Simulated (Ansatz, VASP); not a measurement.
## SiMo7S16 (a cell with a defect): VASP beside Ansatz

INCAR

```
PREC     = Accurate       # precision mode
ENCUT    = 520            # plane-wave cutoff, eV
EDIFF    = 1E-8           # SCF threshold, eV
ISMEAR   = -1             # smearing method
SIGMA    = 0.01           # smearing width, eV
LREAL    = Auto         
LASPH    = True           # aspherical terms in the spheres
NELM     = 100            # most SCF steps
ALGO     = Normal         # electronic algorithm
ISIF     = 2              # what is computed and relaxed
LWAVE    = False          # write WAVECAR
LCHARG   = False          # write CHGCAR
GGA      = PE             # functional
LEFG     = True         
NBANDS   = 117            # bands
```

Contents of KPOINTS:

```
regular mesh
0
Gamma
  4 4 2
```

POSCAR

```
SiMo7S16
1.0
    6.3380000000      0.0000000000      0.0000000000
   -3.1690000000      5.4888690092      0.0000000000
    0.0000000000      0.0000000000     12.3240000000
Si Mo S
1 7 16
Direct
    0.1666666666      0.3333333334      0.2500000000
    0.1666666666      0.8333333334      0.2500000000
    0.6666666666      0.3333333334      0.2500000000
    0.6666666666      0.8333333334      0.2500000000
    0.3333333334      0.1666666666      0.7500000000
    0.3333333334      0.6666666666      0.7500000000
    0.8333333334      0.1666666666      0.7500000000
    0.8333333334      0.6666666666      0.7500000000
    0.1666666666      0.3333333334      0.6230000000
    0.1666666666      0.8333333334      0.6230000000
    0.6666666666      0.3333333334      0.6230000000
    0.6666666666      0.8333333334      0.6230000000
    0.3333333334      0.1666666666      0.1230000000
    0.3333333334      0.6666666666      0.1230000000
    0.8333333334      0.1666666666      0.1230000000
    0.8333333334      0.6666666666      0.1230000000
    0.1666666666      0.3333333334      0.8770000000
    0.1666666666      0.8333333334      0.8770000000
    0.6666666666      0.3333333334      0.8770000000
    0.6666666666      0.8333333334      0.8770000000
    0.3333333334      0.1666666666      0.3770000000
    0.3333333334      0.6666666666      0.3770000000
    0.8333333334      0.1666666666      0.3770000000
    0.8333333334      0.6666666666      0.3770000000
```

Input for Ansatz:

```yaml
crystal:
  lattice:
    - [6.338, 0.0, 0.0]
    - [-3.169, 5.4888690092, 0.0]
    - [0.0, 0.0, 12.324]
  atoms:
    - { symbol: Si, position: [0.1666666666, 0.3333333334, 0.25] }
    - { symbol: Mo, position: [0.1666666666, 0.8333333334, 0.25] }
    - { symbol: Mo, position: [0.6666666666, 0.3333333334, 0.25] }
    - { symbol: Mo, position: [0.6666666666, 0.8333333334, 0.25] }
    - { symbol: Mo, position: [0.3333333334, 0.1666666666, 0.75] }
    - { symbol: Mo, position: [0.3333333334, 0.6666666666, 0.75] }
    - { symbol: Mo, position: [0.8333333334, 0.1666666666, 0.75] }
    - { symbol: Mo, position: [0.8333333334, 0.6666666666, 0.75] }
    - { symbol: S, position: [0.1666666666, 0.3333333334, 0.623] }
    - { symbol: S, position: [0.1666666666, 0.8333333334, 0.623] }
    - { symbol: S, position: [0.6666666666, 0.3333333334, 0.623] }
    - { symbol: S, position: [0.6666666666, 0.8333333334, 0.623] }
    - { symbol: S, position: [0.3333333334, 0.1666666666, 0.123] }
    - { symbol: S, position: [0.3333333334, 0.6666666666, 0.123] }
    - { symbol: S, position: [0.8333333334, 0.1666666666, 0.123] }
    - { symbol: S, position: [0.8333333334, 0.6666666666, 0.123] }
    - { symbol: S, position: [0.1666666666, 0.3333333334, 0.877] }
    - { symbol: S, position: [0.1666666666, 0.8333333334, 0.877] }
    - { symbol: S, position: [0.6666666666, 0.3333333334, 0.877] }
    - { symbol: S, position: [0.6666666666, 0.8333333334, 0.877] }
    - { symbol: S, position: [0.3333333334, 0.1666666666, 0.377] }
    - { symbol: S, position: [0.3333333334, 0.6666666666, 0.377] }
    - { symbol: S, position: [0.8333333334, 0.1666666666, 0.377] }
    - { symbol: S, position: [0.8333333334, 0.6666666666, 0.377] }
kpoints:
  mp_grid: { grid: [4, 4, 2] }
scf:
  occupations: { method: fermi_dirac, width: 0.01 }
hamiltonian:
  xc: pbe
  pseudopotentials: { kind: paw }
output:
  forces: true
  stress: true
  populations: true
  efg:
    quadrupole_moments_barn: { Mo: -0.022, S: -0.0694 }
    contact_densities: true
```

Alike in both runs: task electric field gradients; functional PBE; k mesh 4 × 4 × 2; occupations fermi-dirac, width 0.01 eV; no spin polarisation.

```csv
,VASP,Ansatz
version,VASP 6.6.1,Ansatz 0.2.0
potentials or method,"VASP PAW PBE potentials, release 64 (Si, Mo_sv, S)","plane-wave PAW, scalar-relativistic"
plane-wave cutoff (eV),520,420
valence electrons in the cell,198,198
```

VASP gave:

* pressure (GPa): 2.0
* largest component of the traceless stress (GPa): 2.78
* rms of the force components (eV/Å): 0.263
* Vzz of the field gradient on the site that differs most (V/Å²): -76.5

Task: What did Ansatz give for the same quantities?

Result: Pressure (GPa): 2.2; largest component of the traceless stress (GPa): 2.77; rms of the force components (eV/Å): 0.261; Vzz of the field gradient on the site that differs most (V/Å²): -72.9.

Atom by atom the forces differ by 0.004 eV/Å (rms over components). Ansatz warned: «gradients_without_spin_orbit».
